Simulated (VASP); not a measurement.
An input for Quantum ESPRESSO's pw.x (written as the equivalent of a VASP run, and not itself run):

```
&CONTROL
  calculation = 'scf'
  pseudo_dir = './pseudo'
  outdir = './out'
  tprnfor = .true.
  tstress = .true.
/
&SYSTEM
  ibrav = 0
  nat = 4
  ntyp = 3
  ecutwfc = 86
  occupations = 'smearing'
  smearing = 'gaussian'
  degauss = 0.003675
  input_dft = 'pbe'
/
&ELECTRONS
  conv_thr = 7.3e-08
  electron_maxstep = 100
/
ATOMIC_SPECIES
  Li 6.940 Li.upf
  Y 88.906 Y.upf
  Se 78.971 Se.upf
CELL_PARAMETERS angstrom
     2.0296600    1.1718250    6.4539100
    -2.0296600    1.1718250    6.4539100
     0.0000000   -2.3436490    6.4539100
ATOMIC_POSITIONS crystal
  Li   0.5000000  0.5000000  0.5000000
  Y    0.0000000  0.0000000  0.0000000
  Se   0.7510860  0.7510860  0.7510860
  Se   0.2489140  0.2489140  0.2489140
K_POINTS automatic
  6 6 6 0 0 0
```

Question: Translate this input to VASP (INCAR, KPOINTS, POSCAR, choice of POTCAR).

Answer: One answer among several that fit: 
### INCAR
```
SYSTEM  =  LiYSe2
PREC  =  Accurate; ENCUT  =  520; LREAL  =  F
LASPH  =  T
EDIFF  =  1E-6; NELM  =  100; ALGO  =  Normal
LMAXMIX  =  4
ISMEAR  =  0; SIGMA  =  0.05
GGA  =  PE
ISIF  =  2
LWAVE  =  F; LCHARG  =  F
```

File POSCAR:
```
LiYSe2
6.8662690
  0.2955986723   0.1706640098   0.9399442405
 -0.2955986723   0.1706640098   0.9399442405
  0.0000000000  -0.3413278740   0.9399442405
Li Y Se
1 1 2
direct
  0.5000000000   0.5000000000   0.5000000000
  0.0000000000   0.0000000000   0.0000000000
  0.7510860000   0.7510860000   0.7510860000
  0.2489140000   0.2489140000   0.2489140000
```

### KPOINTS
```
Regular mesh
0
Gamma
  6 6 6
0 0 0
```

POTCAR, in this order: Li_sv Y_sv Se (PBE.64 set). Program: vasp_std.

The two are equivalent in intent, not identical: the potentials are each code's own (VASP's PAW set, PseudoDojo norm-conserving files in pw.x), so ENCUT and ecutwfc are chosen apart and not converted; conv_thr bounds pw.x's estimated SCF error, while EDIFF bounds the energy change between steps.

The structure comes from a computed database's LiYSe2 entry (R-3m); how it stands against other phases isn't given here. The cell was not relaxed at this level.
